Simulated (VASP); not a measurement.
# NaLi3S (Pm-3m) in VASP: a series of runs, part 2 of 2

VASP 6.6.1. Earlier steps stand in the parts before.

### 3 Relaxation of cell and atoms, PBE (random cell by space group and Wyckoff sites (Pm-3m, No. 221))

The input, INCAR:

```
SYSTEM = NaLi3S
ALGO     = Normal         ! electronic algorithm
EDIFF    = 1E-7           ! SCF threshold, eV
EDIFFG   = -0.01          ! ionic threshold
ENCUT    = 600            ! plane-wave cutoff, eV
GGA      = PE             ! functional
IBRION   = 2              ! ionic algorithm
ISIF     = 3              ! what is computed and relaxed
ISMEAR   = 0              ! smearing method
LASPH    = .True.         ! aspherical terms in the spheres
LCHARG   = .False.        ! write CHGCAR
LREAL    = .False.        ! projectors in reciprocal space
LWAVE    = .False.        ! write WAVECAR
NELM     = 100            ! most SCF steps
NSW      = 100            ! ionic steps
PREC     = Accurate       ! precision mode
SIGMA    = 0.02           ! smearing width, eV
```

The input, KPOINTS:

```
k-points
0
Gamma
  8 8 8
  0 0 0
```

The input, POSCAR:

```
NaLi3S
1.0
    4.8180339262      0.0000000000      0.0000000000
    0.0000000000      4.8180339262      0.0000000000
    0.0000000000      0.0000000000      4.8180339262
Na Li S
1 3 1
Direct
    0.5000000000      0.5000000000      0.5000000000
    0.0000000000      0.5000000000      0.5000000000
    0.5000000000      0.0000000000      0.5000000000
    0.5000000000      0.5000000000      0.0000000000
    0.0000000000      0.0000000000      0.0000000000
```

Potentials or basis: VASP PAW PBE potentials, release 64 (Na_pv, Li_sv, S).

Run with:

```console
> cat potpaw_PBE.64/Na_pv/POTCAR potpaw_PBE.64/Li_sv/POTCAR potpaw_PBE.64/S/POTCAR > POTCAR
> mpirun -np 1 vasp_std > vasp.out
```

OUTCAR:

```text
SYSTEM = NaLi3S
   EDIFF = 1E-7
   EDIFFG = -0.01
   ENCUT = 600
   GGA = PE
   IBRION = 2
   ISIF = 3
   ISMEAR = 0
   LASPH = .True.
   LREAL = .False.
   NELM = 100
   NSW = 100
   PREC = Accurate

 ion  position               nearest neighbor table
   1  0.500  0.500  0.500-   2 2.41   3 2.41   4 2.41   4 2.41   3 2.41   2 2.41
   2  0.000  0.500  0.500-   1 2.41   1 2.41
   3  0.500  0.000  0.500-   1 2.41   1 2.41
   4  0.500  0.500  0.000-   1 2.41   1 2.41
   5  0.000  0.000  0.000-

  LATTYP: Found a simple cubic cell.
 ALAT       =     4.8180339262

  Lattice vectors:

 A1 = (   4.8180339262,   0.0000000000,   0.0000000000)
 A2 = (   0.0000000000,   4.8180339262,   0.0000000000)
 A3 = (   0.0000000000,   0.0000000000,   4.8180339262)

Analysis of symmetry for initial positions (statically):
=====================================================================
 Subroutine PRICEL returns:
 Original cell was already a primitive cell.

 Routine SETGRP: Setting up the symmetry group for a
 simple cubic supercell.

 Subroutine GETGRP returns: Found 48 space group operations
 (whereof 48 operations were pure point group operations)
 out of a pool of 48 trial point group operations.

The static configuration has the point symmetry O_h .

Analysis of symmetry for dynamics (positions and initial velocities):
=====================================================================
 Subroutine PRICEL returns:
[... 249 lines left out ...]
  ext. energy  EPLUGINS =         0.00000000
  ---------------------------------------------------
  free energy    TOTEN  =        -9.92677612 eV

  energy without entropy =       -9.92677611  energy(sigma->0) =       -9.92677612

 E-fermi :   1.3483     XC(G=0):  -7.3514

 val. band max:        1.2834703052   @ k =   0.5000   0.1250   0.0000
 cond. band min:       1.4131771944   @ k =   0.5000   0.1250   0.0000
 fundamental gap:      0.1297068893
 Fermi energy:         1.3483243620

 k-point     1 :       0.0000    0.0000    0.0000
  band No.  band energies     occupation
      1     -46.5679      2.00000
      2     -46.5638      2.00000
      3     -46.5638      2.00000
      4     -24.3049      2.00000
      5     -24.3049      2.00000
      6     -24.3049      2.00000
      7     -10.1074      2.00000
      8      -0.8877      2.00000
      9      -0.5471      2.00000
     10      -0.5471      2.00000
     11      -0.5471      2.00000
     12       3.6833      0.00000
     13       3.6833      0.00000
     14       3.6833      0.00000
[... 401 lines left out ...]
      2     -46.5654      2.00000
      3     -46.5647      2.00000
      4     -24.3042      2.00000
      5     -24.3021      2.00000
      6     -24.3017      2.00000
      7     -10.0054      2.00000
      8      -1.4932      2.00000
      9      -1.2410      2.00000
     10      -0.3307      2.00000
     11       0.1914      2.00000
     12       2.7342      0.00000
     13       3.2809      0.00000
     14       3.8638      0.00000
     15       3.9563      0.00000

 [... further k-points ...]

------------------------ aborting loop because EDIFF is reached ----------------------------------------

  FORCE on cell =-STRESS in cart. coord.  units (eV):
  Direction    XX          YY          ZZ          XY          YZ          ZX
  --------------------------------------------------------------------------------------
  -------------------------------------------------------------------------------------
  Total       -0.0179509     -0.0179509     -0.0179509      0.0000000      0.0000000      0.0000000
  in kB       -0.2510372     -0.2510372     -0.2510372      0.0000000      0.0000000      0.0000000
  external PRESSURE =      -0.2510372 kB  Pullay stress =       0.0000000 kB
[... 20 lines left out ...]
  FREE ENERGIE OF THE ION-ELECTRON SYSTEM (eV)
  ---------------------------------------------------
  free  energy   TOTEN  =        -9.9267761241 eV

  energy  without entropy=       -9.9267761097  energy(sigma->0) =       -9.92677612

 reached required accuracy - stopping structural energy minimisation
```

CONTCAR:

```text
NaLi3S
   1.00000000000000
     4.8568346968711502    0.0000000000000000   -0.0000000000000000
     0.0000000000000000    4.8568346968711502    0.0000000000000000
    -0.0000000000000000   -0.0000000000000000    4.8568346968711502
  Na              Li              S
     1     3     1
Direct
     0.5000000000000000    0.5000000000000000    0.5000000000000000
     0.0000000000000000    0.5000000000000000    0.5000000000000000
     0.5000000000000000    0.0000000000000000    0.5000000000000000
     0.5000000000000000    0.5000000000000000    0.0000000000000000
     0.0000000000000000    0.0000000000000000    0.0000000000000000

  0.00000000E+00  0.00000000E+00  0.00000000E+00
  0.00000000E+00  0.00000000E+00  0.00000000E+00
  0.00000000E+00  0.00000000E+00  0.00000000E+00
  0.00000000E+00  0.00000000E+00  0.00000000E+00
  0.00000000E+00  0.00000000E+00  0.00000000E+00
```

It took 85 s on 1 thread of Intel Xeon 6975P-C (Granite Rapids), shared host; peak memory 0.28 GiB.

What came out:

| Property | Result |
| --- | --- |
| Free energy | -9.9268 eV |
| Relaxed volume | 22.91 Å³/atom |
| Relaxed cell | a = 4.857 Å, b = 4.857 Å, c = 4.857 Å, α = 90.00°, β = 90.00°, γ = 90.00° |
| Space group after relaxing (to 0.05 Å) | Pm-3m (No. 221) |
| Energy gained by relaxing | 0.5 meV/atom |
| Ionic steps | 3 |
| Pressure after relaxing | 0.0 GPa |
| Band gap on the k mesh | 0.13 eV, direct |

The path:
```tsv
step	energy change (eV)	largest force (eV/Å)	pressure (GPa)	volume (Å³)
1	0.0000	0.0000	0.30	111.84
2	-0.0011	0.0000	0.22	112.52
3	-0.0023	0.0000	-0.03	114.57
```

Final structure:
```
Na Li S
1.0
     4.85683    0.00000    0.00000
     0.00000    4.85683    0.00000
     0.00000    0.00000    4.85683
Na Li S
1 3 1
Cartesian
  2.4284 2.4284 2.4284
  0.0000 2.4284 2.4284
  2.4284 0.0000 2.4284
  2.4284 2.4284 0.0000
  0.0000 0.0000 0.0000
```

Levels at points of the mesh, in eV from the valence-band top:
```
           k point  band 8  band 9  band 10  band 11  band 12  band 13  band 14  band 15
(0.00, 0.00, 0.00)   -2.17   -1.83    -1.83    -1.83     2.40     2.40     2.40     3.32
(0.50, 0.00, 0.00)   -3.31   -1.55    -1.55    -0.16     0.28     1.87     1.87     3.59
(0.50, 0.50, 0.00)   -2.67   -2.67    -1.38    -1.36     1.45     2.42     2.42     3.01
(0.50, 0.50, 0.50)   -2.43   -2.43    -2.43    -0.86     1.19     1.19     1.19     3.79
```

Caveat: the cutoff is under 1.25 times the usual one of these potentials, so pressure, stress and relaxed cells hold a basis-set (Pulay) error.
